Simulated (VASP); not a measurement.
Set up this calculation in VASP 6.6.1, as the native input.

```
Task                   : single point
Functional             : r2SCAN
Potentials or basis    : VASP PAW PBE potentials, release 64 (Na_pv, Ta_pv, O)
Cutoff                 : 520 eV
k mesh                 : 7 × 7 × 7
Occupations            : gaussian, width 0.05 eV
Spin                   : collinear spin, ferromagnetic start
Starting moments       : [0.5, 0.0, 0.0, 0.0] μB
Fixed moment           : 3 μB
Hubbard terms          : Ta d U = 5 eV
Further INCAR settings : ALGO = Normal; EDIFF = 1e-06; NBANDS = 27
```

The structure of NaTaO2 lies in POSCAR:

```
NaTaO2
1.0
    1.5571835500      0.8990403400      5.6531705200
   -1.5571835500      0.8990403400      5.6531705200
    0.0000000000     -1.7980806900      5.6531705200
Na Ta O
1 1 2
Direct
    0.5000000000      0.5000000000      0.5000000000
    0.0000000000      0.0000000000      0.0000000000
    0.2667000000      0.2667000000      0.2667000000
    0.7333000000      0.7333000000      0.7333000000
```

The cell comes from a database or a generator and needn't be the stable form of this composition.

One way to write it, as run:

INCAR

```
SYSTEM = NaTaO2
ALGO = Normal
EDIFF = 1E-6
ENCUT = 520
ISIF = 2
ISMEAR = 0
ISPIN = 2
LASPH = .True.
LCHARG = .True.
LDAU = .True.
LDAUJ = 0 0 0
LDAUL = -1 2 -1
LDAUPRINT = 1
LDAUTYPE = 2
LDAUU = 0 5 0
LELF = .True.
LMAXMIX = 4
LMIXTAU = .True.
LORBIT = 11
LREAL = .False.
LVHAR = .True.
LWAVE = .False.
MAGMOM = 0.5 0 0 0
METAGGA = R2SCAN
NBANDS = 27
NELM = 60
NUPDOWN = 3
PREC = Accurate
SIGMA = 0.05
```

KPOINTS

```
k-points
0
Gamma
  7 7 7
  0 0 0
```

Potentials or basis: VASP PAW PBE potentials, release 64 (Na_pv, Ta_pv, O).

Run with:

```sh
$ cat potpaw_PBE.64/Na_pv/POTCAR potpaw_PBE.64/Ta_pv/POTCAR potpaw_PBE.64/O/POTCAR > POTCAR
$ mpirun -np 1 vasp_std > vasp.out
```

It gave:

* Pressure: 26.5 GPa
* Largest force: 2.746 eV/Å
* Net moment: 3.00 μB per cell
* Site moments: Na +0.01; Ta +1.72; O +0.32 μB
* Valence electrons inside the program's atomic spheres: Na 6.05; Ta 9.00; O 5.07

Caveat: the moment is held away from its start; the PAW data sets were made with another functional, which shifts forces and pressure a little; the total moment is fixed, so each spin has its own Fermi level.

Run time: 12 min on 1 thread of Intel(R) Xeon(R) 6975P-C (Granite Rapids), with other jobs on the host, peak memory 0.5 GiB.
